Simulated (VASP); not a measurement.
# MgAlF5 (P1) in VASP: single point with r2SCAN

Aim: the single point of MgAlF5 with r2SCAN.

All numbers are computed with VASP 6.6.1; they aren't measurements. Logs are shortened: lines on timing, memory, paths and dates and some standing lists are left out, and cuts for length are marked.

## (1) The crystal as given

The typed cell holds 7 atoms: a = 3.518 Å, b = 4.937 Å, c = 4.976 Å, α = 90.70°, β = 111.81°, γ = 68.64°.

The cell was built by a generator and needn't be a form met in nature.

## (2) Single point, r2SCAN

Contents of POSCAR:

```
MgAlF5
1.0
   -0.0126404000     -0.0375199100      3.5173971500
    3.4699438500     -3.0286696500      1.7781545500
    3.4967958300      3.0455391900     -1.8040838300
Mg Al F
1 1 5
Direct
    0.0332190000      0.9900650000      0.0267630000
    0.9801830000      0.4987140000      0.4990300000
    0.9759300000      0.7575020000      0.7340260000
    0.9908840000      0.2658340000      0.2534190000
    0.5201250000      0.4854530000      0.5266520000
    0.7273520000      0.7903630000      0.2011070000
    0.2807400000      0.2326490000      0.8158390000
```

Contents of INCAR.step1:

```
SYSTEM = MgAlF5
PREC     = Accurate       ! precision mode
ENCUT    = 520            ! plane-wave cutoff, eV
ISMEAR   = 0              ! smearing method
SIGMA    = 0.0175         ! smearing width, eV
LREAL    = .False.        ! projectors in reciprocal space
LASPH    = .True.         ! aspherical terms in the spheres
NELM     = 100            ! most SCF steps
NBANDS   = 29             ! bands
GGA      = PE             ! functional
ALGO     = Normal         ! electronic algorithm
EDIFF    = 1E-4           ! SCF threshold, eV
LWAVE    = .True.         ! write WAVECAR
LCHARG   = .False.        ! write CHGCAR
```

Contents of INCAR.step2:

```
SYSTEM = MgAlF5
PREC     = Accurate       ! precision mode
ENCUT    = 520            ! plane-wave cutoff, eV
EDIFF    = 1E-6           ! SCF threshold, eV
ISMEAR   = 0              ! smearing method
SIGMA    = 0.0175         ! smearing width, eV
LREAL    = .False.        ! projectors in reciprocal space
LASPH    = .True.         ! aspherical terms in the spheres
NELM     = 100            ! most SCF steps
ALGO     = Normal         ! electronic algorithm
ISIF     = 2              ! what is computed and relaxed
LWAVE    = .False.        ! write WAVECAR
LCHARG   = .False.        ! write CHGCAR
METAGGA  = R2SCAN         ! meta-GGA
LMIXTAU  = .True.       
NBANDS   = 29             ! bands
ISTART   = 1
```

Contents of KPOINTS:

```
Automatic mesh
0
Gamma
  6 4 4
  0 0.5 0.5
```

Potentials or basis: VASP PAW PBE potentials, release 64 (Mg, Al, F).

Command:

```
$ cat potpaw_PBE.64/Mg/POTCAR potpaw_PBE.64/Al/POTCAR potpaw_PBE.64/F/POTCAR > POTCAR
$ cp INCAR.step1 INCAR
$ mpirun -np 1 vasp_std > vasp.out
$ cp INCAR.step2 INCAR
$ mpirun -np 1 vasp_std > vasp.out
```

OUTCAR:

```text
SYSTEM = MgAlF5
   PREC = Accurate
   ENCUT = 520
   EDIFF = 1E-6
   ISMEAR = 0
   LREAL = .False.
   LASPH = .True.
   NELM = 100
   ISIF = 2
   METAGGA = R2SCAN
   ISTART = 1

 ion  position               nearest neighbor table
   1  0.033  0.990  0.027-   4 1.76   3 1.84   6 2.09   6 2.09   7 2.18   7 2.28   2 3.31   2 3.42
                             2 3.50
   2  0.980  0.499  0.499-   4 1.67   5 1.70   3 1.72   7 1.77   6 1.79   5 1.83   1 3.31   1 3.42
                             1 3.50
   3  0.976  0.758  0.734-   2 1.72   1 1.84
   4  0.991  0.266  0.253-   2 1.67   1 1.76
   5  0.520  0.485  0.527-   2 1.70   2 1.83
   6  0.727  0.790  0.201-   2 1.79   1 2.09   1 2.09
   7  0.281  0.233  0.816-   2 1.77   1 2.18   1 2.28

  LATTYP: Found a triclinic cell.
 ALAT       =     4.9757018098
 B/A-ratio  =     1.4001659711
 C/A-ratio  =     0.7069595610
 COS(alpha) =     0.0073408393
 COS(beta)  =     0.3716098270
 COS(gamma) =     0.7055990300

  Lattice vectors:

 A1 = (   3.4967958300,   3.0455391900,  -1.8040838300)
 A2 = (   6.9667396800,   0.0168695400,  -0.0259292800)
 A3 = (   0.0126404000,   0.0375199100,  -3.5173971500)

Analysis of symmetry for initial positions (statically):
=====================================================================
 Subroutine PRICEL returns:
 Original cell was already a primitive cell.

 Routine SETGRP: Setting up the symmetry group for a
 triclinic supercell.

 Subroutine GETGRP returns: Found  1 space group operations
 (whereof  1 operations were pure point group operations)
 out of a pool of  2 trial point group operations.

The static configuration has the point symmetry C_1 .

Analysis of symmetry for dynamics (positions and initial velocities):
=====================================================================
 Subroutine PRICEL returns:
 Original cell was already a primitive cell.

 Routine SETGRP: Setting up the symmetry group for a
 triclinic supercell.

 Subroutine GETGRP returns: Found  1 space group operations
 (whereof  1 operations were pure point group operations)
 out of a pool of  2 trial point group operations.

The dynamic configuration has the point symmetry C_1 .

 Subroutine INISYM returns: Found  1 space group operations
 (whereof  1 operations are pure point group operations),
 and found     1 'primitive' translations

----------------------------------------------------------------------------------------

                                     Primitive cell

  volume of cell :      73.9540

  direct lattice vectors                    reciprocal lattice vectors
    -0.012640400 -0.037519910  3.517397150     0.000656280  0.168725269  0.286103277
     3.469943850 -3.028669650  1.778154550     0.143936474 -0.166006043 -0.001253517
     3.496795830  3.045539190 -1.804083830     0.143147281  0.165341196  0.002278112

  length of vectors
     3.517619967  4.937123026  4.975701810     0.332150165  0.219720928  0.218709956

  position of ions in fractional coordinates (direct lattice)
     0.033219000  0.990065000  0.026763000
     0.980183000  0.498714000  0.499030000
     0.975930000  0.757502000  0.734026000
     0.990884000  0.265834000  0.253419000
     0.520125000  0.485453000  0.526652000
     0.727352000  0.790363000  0.201107000
     0.280740000  0.232649000  0.815839000

  ion indices of the primitive-cell ions
   primitive index   ion index
                 1           1
                 2           2
                 3           3
                 4           4
                 5           5
                 6           6
                 7           7

----------------------------------------------------------------------------------------

 KPOINTS: Automatic mesh

Automatic generation of k-mesh.
 Grid dimensions read from file:
 generate k-points for:    6    4    4

 Generating k-lattice:

  Cartesian coordinates                     Fractional coordinates (reciprocal lattice)
     0.000109380  0.028120878  0.047683880     0.166666667  0.000000000 -0.000000000
     0.035984118 -0.041501511 -0.000313379    -0.000000000  0.250000000  0.000000000
     0.035786820  0.041335299  0.000569528     0.000000000  0.000000000  0.250000000

  Length of vectors
     0.055358361  0.054930232  0.054677489

  Shift w.r.t. Gamma in fractional coordinates (k-lattice)
     0.000000000  0.500000000  0.500000000

 Subroutine IBZKPT returns following result:
 ===========================================

 Found     48 irreducible k-points:

 Following reciprocal coordinates:
            Coordinates               Weight
  0.000000  0.125000  0.125000      2.000000
  0.166667  0.125000  0.125000      2.000000
  0.333333  0.125000  0.125000      2.000000
  0.500000  0.125000  0.125000      2.000000
 -0.333333  0.125000  0.125000      2.000000
 -0.166667  0.125000  0.125000      2.000000
[... 16 lines left out ...]
 -0.333333 -0.125000  0.125000      2.000000
 -0.166667 -0.125000  0.125000      2.000000
 [... further k-points ...]
   k-points           NKPTS =     48   k-points in BZ     NKDIM =     48   number of bands    NBANDS=     29
   number of dos      NEDOS =    301   number of ions     NIONS =      7
   total plane-waves  NPLWV =  44800
   dimension x,y,z NGX =    28 NGY =   40 NGZ =   40
   dimension x,y,z NGXF=    56 NGYF=   80 NGZF=   80
   ions per type =               1   1   5
   NGX,Y,Z   is equivalent  to a cutoff of  13.23, 13.47, 13.36 a.u.
   NGXF,Y,Z  is equivalent  to a cutoff of  26.47, 26.94, 26.73 a.u.
 SYSTEM =  MgAlF5
   PREC   = accura    normal or accurate (medium, high low for compatibility)
   ISTART =      1    job   : 0-new  1-cont  2-samecut
   ICHARG =      0    charge: 1-file 2-atom 10-const
   ISPIN  =      1    spin polarized calculation?
   LNONCOLLINEAR =      F non collinear calculations
   LSORBIT =      F    spin-orbit coupling
   LASPH  =      T    aspherical Exc in radial PAW
   ENCUT  =  520.0 eV  38.22 Ry    6.18 a.u.   6.54  9.18  9.25*2*pi/ulx,y,z
   NELM   =    100;   NELMIN=  2; NELMDL=  0     # of ELM steps
   EDIFF  = 0.1E-05   stopping-criterion for ELM
   LREAL  =      F    real-space projection
   EDIFFG = 0.1E-04   stopping-criterion for IOM
   NSW    =      0    number of steps for IOM
   IBRION =     -1    ionic relax: 0-MD 1-quasi-New 2-CG
   NFREE  =      0    steps in history (QN), initial steepest desc. (CG)
   ISIF   =      2    stress and relaxation
   ISYM   =      2    0-nonsym 1-usesym 2-fastsym
   POTIM  = 0.5000    time-step for ionic-motion
   TEBEG  =    0.0;   TEEND  =   0.0 temperature during run
   PSTRESS=    0.0 pullay stress
   NELECT =      40.0000    total number of electrons
   NUPDOWN=      -1.0000    fix difference up-down
   EMIN   =  10.00;   EMAX   =-10.00  energy-range for DOS
   EFERMI =   0.00;   METHOD = LEGACY
   ISMEAR =     0;   SIGMA  =   0.02  broadening in eV -4-tet -1-fermi 0-gaus
   EFERMI_NEDOS =   21; number of points for ismear=-14 and -15
   IALGO  =     38    algorithm
   IMIX   =      4    mixing-type and parameters
     AMIX     =   0.40;   BMIX     =  1.00
     AMIX_MAG =   1.60;   BMIX_MAG =  1.00
  volume/ion in A,a.u.               =      10.56        71.30
  Fermi-wavevector in a.u.,A,eV,Ry     =   1.333852  2.520614 24.206947  1.779160
  Thomas-Fermi vector in A             =   2.462678
   LORBIT       =      0    0 simple, 1 ext, 2 COOP (PROOUT), +10 PAW based schemes
   METAGGA = R2SCAN    functional components
   LHFCALC =     F    Hartree Fock is set to
   AEXX    =    0.0000 exact exchange contribution
   IVDW    =     0    specifies the selected vdW correction
   LEPSILON=     F    determine dielectric tensor
   LRPA    =     F    only Hartree local field effects (RPA)
 non-spin polarized calculation
 Gauss-broadening in eV      SIGMA  =   0.02
  energy-cutoff  :      520.00
  volume of cell :       73.95
 maximum number of plane-waves:      2007
 NGX is ok and might be reduce to    28
   NGX = 13   NGY = 19   NGZ = 19

 number of electron      40.0000001 magnetization

 Free energy of the ion-electron system (eV)
  ---------------------------------------------------
  ext. energy  EPLUGINS =         0.00000000
  ---------------------------------------------------
  free energy    TOTEN  =       -52.51997470 eV

  energy without entropy =      -52.51997470  energy(sigma->0) =      -52.51997470

 E-fermi :  -0.8402     XC(G=0): -10.2992

 val. band max:       -0.9232204278   @ k =  -0.1667  -0.1250   0.1250
 cond. band min:       7.4208522944   @ k =   0.0000   0.1250   0.1250
 fundamental gap:      8.3440727222
 Fermi energy:        -0.8401870477

 k-point     1 :       0.0000    0.1250    0.1250
  band No.  band energies     occupation
      1     -24.2466      2.00000
      2     -23.2115      2.00000
      3     -23.0290      2.00000
      4     -22.4658      2.00000
      5     -22.0705      2.00000
      6      -6.1418      2.00000
[... 21 lines left out ...]
     28      17.7445      0.00000
     29      17.9996      0.00000

 k-point     2 :       0.1667    0.1250    0.1250
  band No.  band energies     occupation
      1     -24.1297      2.00000
      2     -23.2649      2.00000
      3     -23.0189      2.00000
      4     -22.5086      2.00000
      5     -22.0664      2.00000
      6      -6.7233      2.00000
[... 21 lines left out ...]
     28      16.8978      0.00000
     29      17.3568      0.00000

 k-point     3 :       0.3333    0.1250    0.1250
  band No.  band energies     occupation
      1     -23.8419      2.00000
      2     -23.3593      2.00000
      3     -23.0336      2.00000
      4     -22.6052      2.00000
      5     -22.0822      2.00000
      6      -7.0255      2.00000
[... 21 lines left out ...]
     28      16.3555      0.00000
     29      16.8607      0.00000

 k-point     4 :       0.5000    0.1250    0.1250
  band No.  band energies     occupation
      1     -23.5495      2.00000
      2     -23.5182      2.00000
      3     -23.0751      2.00000
      4     -22.6449      2.00000
      5     -22.1028      2.00000
      6      -7.0841      2.00000
[... 597 lines left out ...]
     28      16.8984      0.00000
     29      16.9442      0.00000

 k-point    23 :      -0.3333   -0.1250    0.1250
  band No.  band energies     occupation
      1     -23.9036      2.00000
      2     -23.3274      2.00000
      3     -23.0333      2.00000
      4     -22.5521      2.00000
      5     -22.0921      2.00000
      6      -7.2597      2.00000
[... 21 lines left out ...]
     28      15.9008      0.00000
     29      16.3116      0.00000

 k-point    24 :      -0.1667   -0.1250    0.1250
  band No.  band energies     occupation
      1     -24.1728      2.00000
      2     -23.2154      2.00000
      3     -23.0258      2.00000
      4     -22.4998      2.00000
      5     -22.0641      2.00000
      6      -6.8037      2.00000
[... 21 lines left out ...]
     28      16.7395      0.00000
     29      17.3940      0.00000

 [... further k-points ...]
[... 5 lines left out ...]
  --------------------------------------------------------------------------------------
  -------------------------------------------------------------------------------------
  Total       11.0570054      3.3291429      1.8917800     -0.7584268      1.0009572      0.1288565
  in kB      239.5445414     72.1242312     40.9844762    -16.4309397     21.6852408      2.7916119
  external PRESSURE =     117.5510829 kB  Pullay stress =       0.0000000 kB

 VOLUME and BASIS-vectors are now :
 -----------------------------------------------------------------------------
  energy-cutoff  :      520.00
  volume of cell :       73.95
      direct lattice vectors                 reciprocal lattice vectors
    -0.012640400 -0.037519910  3.517397150     0.000656280  0.168725269  0.286103277
     3.469943850 -3.028669650  1.778154550     0.143936474 -0.166006043 -0.001253517
     3.496795830  3.045539190 -1.804083830     0.143147281  0.165341196  0.002278112

 POSITION                                       TOTAL-FORCE (eV/Angst)
 -----------------------------------------------------------------------------------
      3.52863     -2.91832      1.82905        -1.391430     -0.601391      0.067443
      3.46313     -0.02740      3.43419         1.372419      0.682833      1.521496
      5.18289     -0.09534      3.45544         1.115155     -0.455288      0.155340
      1.79606     -0.07050      3.50084        -0.388432      0.326128     -0.045665
      3.51951      0.11415      1.74257        -0.289744     -0.701037     -1.530039
      3.43655     -1.80856      3.60096         0.188924     -0.606409     -0.417138
      3.65655      1.76952     -0.07068        -0.606892      1.355163      0.248564
 -----------------------------------------------------------------------------------
    total drift:                                0.003736     -0.000247      0.000994

  FREE ENERGIE OF THE ION-ELECTRON SYSTEM (eV)
  ---------------------------------------------------
  free  energy   TOTEN  =       -52.5199746967 eV

  energy  without entropy=      -52.5199746967  energy(sigma->0) =      -52.51997470
```

Run time: 6.7 min. Hardware: 1 thread of Intel Xeon Platinum 8259CL at 2.50GHz (Skylake/Cascade Lake), shared host; peak memory 0.26 GiB.

Results:

```
Free energy            : -52.5200 eV
Pressure               : 11.8 GPa
Largest force          : 2.160 eV/Å
Band gap on the k mesh : 8.34 eV, indirect (least direct gap 8.38 eV)
```

Forces on the atoms (eV/Å):
```
Mg  -1.391 -0.601  0.067
Al   1.372  0.683  1.521
F    1.115 -0.455  0.155
F   -0.388  0.326 -0.046
F   -0.290 -0.701 -1.530
F    0.189 -0.606 -0.417
F   -0.607  1.355  0.249
```

Stress tensor (GPa, compression positive):
```
23.95 -1.64  0.28
-1.64  7.21  2.17
 0.28  2.17  4.10
```

Caveat: the PAW data sets were made with another functional, which shifts forces and pressure a little.
